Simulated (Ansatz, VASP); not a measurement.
# Cross-check of C (twisted graphene monolayer on bilayer, 77.90 deg) between VASP and Ansatz

Aim: how closely do two programs agree when they are given the same cell, functional and k mesh? The cell is taken from a series of runs on this material, whose earlier steps may have relaxed, scaled, displaced or heated it; both programs get it as it stands.

Program: Ansatz 0.2.0. Level of theory: plane waves, with VASP 6.6.1 beside it; single point at PBE. Results are calculated unless marked as measured.

## Step 1: The structure

The cell holds 186 atoms: 186 C. Its edges and angles: a = 13.697 Å, b = 13.697 Å, c = 20.690 Å, α = 90.0°, β = 90.0°, γ = 120.0°. It derives from C (graphene). As first built, before any earlier steps moved the atoms (in the runner's words): graphene (a = 2.46 A) under graphene (a = 2.46 A), monolayer on bilayer, commensurate cell of 31 unit cells a layer, twist 77.90 deg; facing atoms 3.32, 3.37 A apart;; minimised with a classical potential Then every atom was moved at random, 0.03 A r.m.s. a Cartesian component (hydrogen 0.6 of that). Vacuum lies along c.

## Step 2: VASP: single point, PBE

A single point gives forces, pressure and levels at one fixed geometry, so differences don't come from the geometry; what else differs is listed under the comparison.

Lines of VASP's logs that name or quote its potential files are left out, and so is its time.

INCAR reads:

```
SYSTEM = C
PREC = Accurate
ENCUT = 520
EDIFF = 1E-06
NELM = 120
ISMEAR = -1
SIGMA = 0.05
LREAL = Auto
ALGO = Normal
GGA = PE
NBANDS = 502
LORBIT = 11
LWAVE = .FALSE.
LCHARG = .FALSE.
ISIF = 2
LASPH = .TRUE.
GGA_COMPAT = .FALSE.
EFERMI = MIDGAP
```

POSCAR reads:

```
C
1.0
   13.6967000000      0.0000000000      0.0000000000
   -6.8483500000     11.8616900000      0.0000000000
    0.0000000000      0.0000000000     20.6900000000
C
186
Direct
    0.0748800000      0.1154800000      0.3368500000
    0.1151500000      0.0425400000      0.3362200000
    0.1092500000      0.3145500000      0.3362400000
    0.1474600000      0.2355500000      0.3363400000
    0.1422000000      0.5038900000      0.3353200000
    0.1767300000      0.4261000000      0.3352100000
    0.1733600000      0.6987300000      0.3391400000
    0.2126600000      0.6245300000      0.3372300000
    0.2041200000      0.8905300000      0.3386900000
    0.2526400000      0.8210900000      0.3367600000
    0.2328500000      0.0884500000      0.3357100000
    0.2748000000      0.0078700000      0.3356900000
    0.2700100000      0.2804700000      0.3346600000
    0.3083000000      0.2033000000      0.3341000000
    0.2950000000      0.4708100000      0.3361200000
    0.3444400000      0.4004300000      0.3360700000
    0.3350900000      0.6665500000      0.3372100000
    0.3790200000      0.5923900000      0.3362100000
    0.3655000000      0.8565000000      0.3389200000
    0.4116400000      0.7851700000      0.3337600000
    0.3993200000      0.0552800000      0.3342600000
    0.4385000000      0.9772400000      0.3371900000
    0.4320500000      0.2487700000      0.3350500000
    0.4742500000      0.1679800000      0.3351000000
    0.4558800000      0.4363500000      0.3332200000
    0.5093800000      0.3671000000      0.3363600000
    0.4988600000      0.6353900000      0.3345700000
    0.5405400000      0.5591400000      0.3372800000
    0.5256600000      0.8274800000      0.3378700000
    0.5675500000      0.7534300000      0.3391000000
[... 150 atom lines left out ...]
    0.8973900000      0.2023200000      0.6630700000
    0.8499300000      0.0847000000      0.6628100000
    0.0456400000      0.3939800000      0.6629900000
    0.0136300000      0.2793900000      0.6632800000
    0.0849000000      0.2396300000      0.6631900000
    0.0411200000      0.1198400000      0.6644100000
```

KPOINTS reads:

```
Automatic mesh
0
Gamma
1 1 1
0 0 0
```

PAW data sets: C (PBE family, release 64).

Run with:

```bash
$ export OMP_NUM_THREADS=3
$ mpirun -np 1 vasp_gam
```

Numbers of over 12 decimals in the logs are rounded to 6 here.

Log:

```text
[banner, memory and clock lines left out]
running    1 mpi-ranks, on    1 nodes
[...]
Offloading initialized ...    1 GPUs detected
[...]
LDA part: xc-table for (Slater+PW92), standard interpolation
 POSCAR, INCAR and KPOINTS ok, starting setup
[...]
entering main loop
       N       E                     dE             d eps       ncg     rms          rms(c)
DAV:   1     0.779506231716E+04    0.77951E+04   -0.37396E+05  1028   0.135E+03
DAV:   2    -0.743980439902E+03   -0.85390E+04   -0.81620E+04  1512   0.332E+02
DAV:   3    -0.178324395728E+04   -0.10393E+04   -0.10286E+04  1200   0.123E+02
DAV:   4    -0.182110598729E+04   -0.37862E+02   -0.37715E+02  1280   0.272E+01
[...]
DAV:  24    -0.170508002414E+04   -0.14689E-05   -0.63271E-08   704   0.297E-04    0.879E-05
DAV:  25    -0.170508002566E+04   -0.15138E-05   -0.49483E-08   664   0.238E-04    0.720E-05
DAV:  26    -0.170508002578E+04   -0.12195E-06   -0.10598E-08   704   0.120E-04
   1 F= -.17050800E+04 E0= -.17050800E+04  d E =-.209365E-10
```

OUTCAR, selected parts (step 2):

```text
  FREE ENERGIE OF THE ION-ELECTRON SYSTEM (eV)
  ---------------------------------------------------
  free  energy   TOTEN  =     -1705.0800257773 eV

  energy  without entropy=    -1705.0800257773  energy(sigma->0) =    -1705.08002578
```

## Step 3: Ansatz: single point, PBE

Ansatz runs on its default PAW (the set named soft_2) files.

The same cell, functional, mesh and smearing now go to Ansatz, which takes its cutoff from its data sets.

input.yaml reads:

```yaml
crystal:
  lattice:
    - [13.6967, 0.0, 0.0]
    - [-6.84835, 11.86169, 0.0]
    - [0.0, 0.0, 20.69]
  atoms:
    - { symbol: C, position: [0.07488, 0.11548, 0.33685] }
    - { symbol: C, position: [0.11515, 0.04254, 0.33622] }
    - { symbol: C, position: [0.10925, 0.31455, 0.33624] }
    - { symbol: C, position: [0.14746, 0.23555, 0.33634] }
    - { symbol: C, position: [0.1422, 0.50389, 0.33532] }
    - { symbol: C, position: [0.17673, 0.4261, 0.33521] }
    - { symbol: C, position: [0.17336, 0.69873, 0.33914] }
    - { symbol: C, position: [0.21266, 0.62453, 0.33723] }
    - { symbol: C, position: [0.20412, 0.89053, 0.33869] }
    - { symbol: C, position: [0.25264, 0.82109, 0.33676] }
    - { symbol: C, position: [0.23285, 0.08845, 0.33571] }
    - { symbol: C, position: [0.2748, 0.00787, 0.33569] }
    - { symbol: C, position: [0.27001, 0.28047, 0.33466] }
    - { symbol: C, position: [0.3083, 0.2033, 0.3341] }
    - { symbol: C, position: [0.295, 0.47081, 0.33612] }
    - { symbol: C, position: [0.34444, 0.40043, 0.33607] }
    - { symbol: C, position: [0.33509, 0.66655, 0.33721] }
    - { symbol: C, position: [0.37902, 0.59239, 0.33621] }
    - { symbol: C, position: [0.3655, 0.8565, 0.33892] }
    - { symbol: C, position: [0.41164, 0.78517, 0.33376] }
    - { symbol: C, position: [0.39932, 0.05528, 0.33426] }
    - { symbol: C, position: [0.4385, 0.97724, 0.33719] }
    - { symbol: C, position: [0.43205, 0.24877, 0.33505] }
    - { symbol: C, position: [0.47425, 0.16798, 0.3351] }
    - { symbol: C, position: [0.45588, 0.43635, 0.33322] }
    - { symbol: C, position: [0.50938, 0.3671, 0.33636] }
    - { symbol: C, position: [0.49886, 0.63539, 0.33457] }
    - { symbol: C, position: [0.54054, 0.55914, 0.33728] }
    - { symbol: C, position: [0.52566, 0.82748, 0.33787] }
    - { symbol: C, position: [0.56755, 0.75343, 0.3391] }
[... 150 atom lines left out ...]
    - { symbol: C, position: [0.89739, 0.20232, 0.66307] }
    - { symbol: C, position: [0.84993, 0.0847, 0.66281] }
    - { symbol: C, position: [0.04564, 0.39398, 0.66299] }
    - { symbol: C, position: [0.01363, 0.27939, 0.66328] }
    - { symbol: C, position: [0.0849, 0.23963, 0.66319] }
    - { symbol: C, position: [0.04112, 0.11984, 0.66441] }
kpoints:
  mp_grid: { grid: [1, 1, 1] }
hamiltonian:
  xc: pbe
scf:
  occupations: { method: fermi_dirac, width: 0.05 }
output:
  forces: true
  eigenvalues: true
  populations: true
```

Run with:

```bash
$ ansatz run input.yaml --threads 4 --pin off --max-ram 15872MiB --backend cpu --events-out ev --progress --plain --runs-dir out
```

Log:

```text
Engine: ansatz 0.2.0, aarch64-unknown-linux-gnu
Pseudopotentials: kind: paw
Pseudopotential: C, paw, valence charge 4, recommended cutoff 420 eV (normal), C.paw.azcp
Functional definition: PBE
  parameter kappa = 0.804
  parameter beta = 0.066725
  exchange = pbe_x(kappa = kappa, mu = beta*pi^2/3)
  correlation = pbe_c(beta = beta)
Crystal: 186 atoms, lattice volume = 3361.422 Å³
Basis set: ecut = 420 eV, 65769 PW (Γ), exchange–correlation on 192×192×288 points (8 copies of the dense FFT grid, shifted against one another)
Bands: 558, of which v1, the nominal top of the filled ones, is band 372 counted from 1 (371 counted from 0)
Symmetry: 1 space group operations
Space group: P1 (ITA 1), of the structure as read, at distance tolerance 1.5e-4 Å
k-points: 1
Non-local potential: C, projectors of the file, l = 0: 2, l = 1: 2, l = 2: 1
PAW form: soft (Blöchl's): semilocal exchange-correlation on the pseudo side does not see the compensation charge
PAW one-centre angular grid: C, 110 points (default); XC on 64 Gauss nodes
Initial density: superposition of atomic densities (neutral atoms: chi_scale 0, normalization atom), corrected by the library's trained network
Initial wavefunctions: pseudopotential atomic-orbital guess
Functional: x = pbe(κ = 0.804, μ = 0.219515), c = pbe(β = 0.066725)
SCF iter   1: F=—  HF=-46664.399696 eV  |F-HF|=—  |Δ(HF+E_count)|=         —  Δρ=2.47e-3  dr2=2.34e-1  ethr=1.77e-3  ⟨swp⟩=12.0  Hψ=3867  notcnv=0  defer=120
preconditioner: auto → Resta (q_TF=auto, 2.122 Å⁻¹)  ε∞=2.4  [insulator: Δε(μ)=2.653 eV  Ē_g=14.922 eV  σ=0.050 eV  W_gap=1.00  n_scr=564 (ndim 8)  ℏωp=17.5 eV  f_vac=0.504  D(μ)=0.00/eV (n_scr^D=0)  ε∞_Penn≈2.4  vacuum switching on, ρ_ref=1.6e-2 e/Å³]
SCF iter   2: F=—  HF=-46664.416459 eV  |F-HF|=—  |Δ(HF+E_count)|=   1.68e-2  Δρ=1.24e-3  dr2=5.41e-2  ethr=3.14e-5  ⟨swp⟩=3.0  Hψ=1171  notcnv=0  defer=141
SCF iter   3: F=—  HF=-46664.421250 eV  |F-HF|=—  |Δ(HF+E_count)|=   4.79e-3  Δρ=4.87e-4  dr2=2.58e-2  ethr=7.28e-6  ⟨swp⟩=2.0  Hψ=635  notcnv=0  defer=141
SCF iter   4: F=—  HF=-46664.422058 eV  |F-HF|=—  |Δ(HF+E_count)|=   8.08e-4  Δρ=1.69e-4  dr2=2.29e-3  ethr=3.47e-6  ⟨swp⟩=2.0  Hψ=564  notcnv=0  defer=141
SCF iter   5: F=—  HF=-46664.422209 eV  |F-HF|=—  |Δ(HF+E_count)|=   1.51e-4  Δρ=8.12e-5  dr2=1.62e-4  ethr=3.08e-7  ⟨swp⟩=2.0  Hψ=652  notcnv=0  defer=141
SCF iter   6: F=—  HF=-46664.422257 eV  |F-HF|=—  |Δ(HF+E_count)|=   4.80e-5  Δρ=2.71e-5  dr2=8.53e-5  ethr=2.18e-8  ⟨swp⟩=3.0  Hψ=668  notcnv=0  defer=141
SCF iter   7: F=—  HF=-46664.422861 eV  |F-HF|=—  |Δ(HF+E_count)|=   6.04e-4  Δρ=8.34e-6  dr2=7.96e-6  ethr=1.15e-8  ⟨swp⟩=2.0  Hψ=748  notcnv=0  defer=175
SCF iter   8: F=—  HF=-46664.422860 eV  |F-HF|=—  |Δ(HF+E_count)|=   1.30e-6  Δρ=4.31e-6  dr2=5.19e-7  ethr=1.07e-9  ⟨swp⟩=2.0  Hψ=608  notcnv=0  defer=175
SCF iter   9: F=—  HF=-46664.422862 eV  |F-HF|=—  |Δ(HF+E_count)|=   2.40e-6  Δρ=1.71e-6  dr2=1.04e-7  ethr=1.34e-11  ⟨swp⟩=24.0  Hψ=4826  notcnv=0
SCF iter  10: F=-46664.422863 eV  HF=-46664.422863 eV  |F-HF|=2.05e-9  |Δ(HF+E_count)|=   5.00e-7  Δρ=4.37e-7  dr2=8.94e-9  ethr=1.34e-11  ⟨swp⟩=9.0  Hψ=2153  notcnv=0
SCF 1 converged in 10 iterations: F = -46664.422863 eV  dr2 = 8.94e-9
  greatest PAW one-centre occupation: 0.695 electrons in one spin orbital (limit 2), on the C atom at site 5 (counted from 0), in its partial waves of l = 0
SCF converged after 10 iterations
Free energy (F): -46664.422863 eV
Harris-Foulkes:  -46664.422863 eV  (|F-HF|=2.05e-9)
Internal energy: -46664.422863 eV  (E = F + TS)
E sigma→0 (E₀):  -46664.422863 eV
Fermi energy:    1.191777 eV
--- Per-component energies (eV) ---
  E_band       = -5898.188416
  E_kinetic    = 16953.429966
  E_local      = -330274.050840  (includes V_loc(G=0)·N_el)
  E_nonlocal   = 5095.846390
  E_hartree    = 157333.099860
  E_xc         = -8939.248434
  E_vxc        = -11068.191465  (∫ρ·V_xc dr)
  E_paw        = -18482.950350  (= ΣΔE_a)
  E_vpaw       = -1271.429050  (= ΣTr[D̂ρ^β])
  E_aug_tail   = 0.001460  (compensation charges beyond the density's cutoff)
  E_ewald      = 131649.449085
  E_smearing   = -0.000000  (= −TS)
  E_closure    = 0.000000  (closes the sum)
  Σ components = -46664.422863   (vs F -46664.422863, Δ=0.00e0)
--- Forces (eV/Å), atoms counted from 1 ---
  atom   1  C     -3.66361232     1.76397612    -0.20541007
  atom   2  C      1.97515202     0.01416848     0.01166307
  atom   3  C     -2.31450457    -4.67063766    -0.14509548
  atom   4  C      2.17218829     0.49331843    -0.15888847
  atom   5  C     -4.58789582     1.59565567     0.39314592
  atom   6  C      3.31282991     3.25054306     0.03860505
  atom   7  C     -1.74481737     2.07834157    -0.80935633
  atom   8  C      3.96749297    -1.60885331    -0.03771069
  atom   9  C     -0.95120530     0.78383148    -0.77322945
  atom  10  C     -1.69061469    -3.43252205     0.76094917
[...]
--- Löwdin populations: 186 sites ---
  site symbol       q [e]
     0      C      3.9617
     1      C      3.9585
     2      C      3.9585
     3      C      3.9648
     4      C      3.9573
     5      C      3.9623
     6      C      3.9643
     7      C      3.9641
     8      C      3.9690
     9      C      3.9542
    10      C      3.9593
    11      C      3.9583
    12      C      3.9530
    13      C      3.9670
    14      C      3.9546
    15      C      3.9662
    16      C      3.9604
    17      C      3.9649
    18      C      3.9620
    19      C      3.9591
    20      C      3.9671
    21      C      3.9585
    22      C      3.9615
    23      C      3.9582
[...]
178      C      3.9638
   179      C      3.9649
   180      C      3.9562
   181      C      3.9598
   182      C      3.9588
   183      C      3.9611
   184      C      3.9643
   185      C      3.9582
  spilling = 0.009451 (of n_electrons = 744.000000)
```

In the SCF lines HF is the Harris–Foulkes energy and dr2 the Hartree energy of the density residual, in eV; the loop may stop once dr2 is under the threshold and the program's other checks hold. Hψ counts applications of the Hamiltonian.

## Step 4: Side by side

Known differences besides the potentials themselves: the cutoff is 420 eV in Ansatz and 520 eV in VASP (PREC = Accurate, projectors in real space). Total energies have different zeros and are not compared.

The two programs side by side:

| quantity | Ansatz | VASP | difference |
| --- | --- | --- | --- |
| gap on the k mesh (eV) | 2.663 | 2.660 | +0.003 |

Forces on 10 of the 186 atoms, those with the largest forces and the largest differences (eV/Å; atoms numbered as in POSCAR):

| atom | Ansatz x, y, z | VASP x, y, z |
| --- | --- | --- |
| C9 | -0.951, 0.784, -0.773 | -0.960, 0.759, -0.772 |
| C25 | 4.484, 3.629, 0.990 | 4.487, 3.629, 0.986 |
| C35 | 2.572, -5.330, 0.340 | 2.574, -5.333, 0.340 |
| C86 | -2.065, -2.544, 0.239 | -2.072, -2.570, 0.238 |
| C95 | 6.553, 0.852, -0.154 | 6.551, 0.842, -0.156 |
| C129 | -9.155, -6.729, -0.134 | -9.176, -6.740, -0.131 |
| C149 | -0.050, -0.615, 0.126 | -0.029, -0.626, 0.126 |
| C150 | 5.396, 2.548, -0.336 | 5.395, 2.556, -0.330 |
| C168 | 9.433, 4.624, 0.109 | 9.446, 4.627, 0.106 |
| C183 | 5.285, 2.593, 0.094 | 5.284, 2.600, 0.094 |

The forces differ by 6.6 meV/Å r.m.s., which is 0.4 % of the r.m.s. force of 1.865 eV/Å (both taken over all components). A gap on the mesh is an upper bound, since the band edges may lie between its points. With vacuum in the cell, a pressure given here is an average over mostly empty space and none of the material.

## Step 5: Results

| Quantity | Value |
| --- | --- |
| r.m.s. force difference (single point, PBE) | 0.35 % of the r.m.s. force |

What this shows: The r.m.s. force difference is 0.35 % of the r.m.s. force (single point, PBE), within the 3 % picked in this series as the mark of a large difference. How closely two codes agree says nothing of how well the functional describes the real material.

[Lines on the potential files, build, host, timing and source positions are cut from VASP's logs without a mark.]

[Logs are printed without paths, hosts, clocks, repeated set-up lines and the standing remarks that a program may print on its own settings, such as how far it seeks lower states.]

[Hosts, paths, dates, database ids (printed as entryN), source tags and the programs' standing remarks are cut or masked in the printed files.]
